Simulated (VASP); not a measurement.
An input for Quantum ESPRESSO's pw.x (written as the equivalent of a VASP run, and not itself run):

```
&CONTROL
  calculation = 'vc-relax'
  pseudo_dir = './pseudo'
  outdir = './out'
  tprnfor = .true.
  tstress = .true.
  nstep = 60
  forc_conv_thr = 0.00078
/
&SYSTEM
  ibrav = 0
  nat = 5
  ntyp = 3
  ecutwfc = 72
  occupations = 'smearing'
  smearing = 'gaussian'
  degauss = 0.003675
  input_dft = 'pbe'
/
&ELECTRONS
  conv_thr = 7.3e-08
  electron_maxstep = 100
/
&IONS
/
&CELL
/
ATOMIC_SPECIES
  Cs 132.905 Cs.upf
  Sn 118.710 Sn.upf
  I 126.904 I.upf
CELL_PARAMETERS angstrom
     6.3035747    0.0000000   -0.0000000
     0.0000000    6.3035747    0.0000000
     0.0000000    0.0000000    6.3035747
ATOMIC_POSITIONS crystal
  Cs   0.0000000  0.0000000  0.0000000
  Sn   0.5000000  0.5000000  0.5000000
  I    0.5000000  0.0000000  0.5000000
  I    0.0000000  0.5000000  0.5000000
  I    0.5000000  0.5000000  0.0000000
K_POINTS automatic
  3 3 3 0 0 0
```

Problem. Translate this input to VASP (INCAR, KPOINTS, POSCAR, choice of POTCAR).

Solution. Several could match; the one computed here: 
### POSCAR
```
CsSnI3
1
    6.3035746580     0.0000000000    -0.0000000000
    0.0000000000     6.3035746580     0.0000000000
    0.0000000000     0.0000000000     6.3035746580
Cs Sn I
1 1 3
Direct
  0.0000000000   0.0000000000   0.0000000000
  0.5000000000   0.5000000000   0.5000000000
  0.5000000000   0.0000000000   0.5000000000
  0.0000000000   0.5000000000   0.5000000000
  0.5000000000   0.5000000000   0.0000000000
```

File KPOINTS:
```
Automatic mesh
0
Gamma
3 3 3
0 0 0
```

INCAR:
```
SYSTEM = CsSnI3
PREC = Accurate
ENCUT = 520
EDIFF = 1E-6
NELM = 100
ALGO = Normal
LREAL = .FALSE.
LASPH = .TRUE.
ISMEAR = 0
SIGMA = 0.05
GGA = PE
LMAXMIX = 4
LWAVE = .FALSE.
LCHARG = .FALSE.
IBRION = 2
ISIF = 3
NSW = 60
EDIFFG = -0.02
```

POTCAR, in this order: Cs_sv Sn_d I (PBE.64 set). Program: vasp_std.

The two are equivalent in intent, not identical: the potentials are each code's own (VASP's PAW set, PseudoDojo norm-conserving files in pw.x), so ENCUT and ecutwfc are chosen apart and not converted; conv_thr bounds pw.x's estimated SCF error, while EDIFF bounds the energy change between steps; forc_conv_thr acts on force components and is met together with etot_conv_thr.

The compound is CsSnI3 in the cubic perovskite structure, the ideal cubic form; the compound distorts at low or room temperature. This run relaxes it. Symmetry was kept, so distortions that lower it aren't found. The start is the result of an earlier pass.
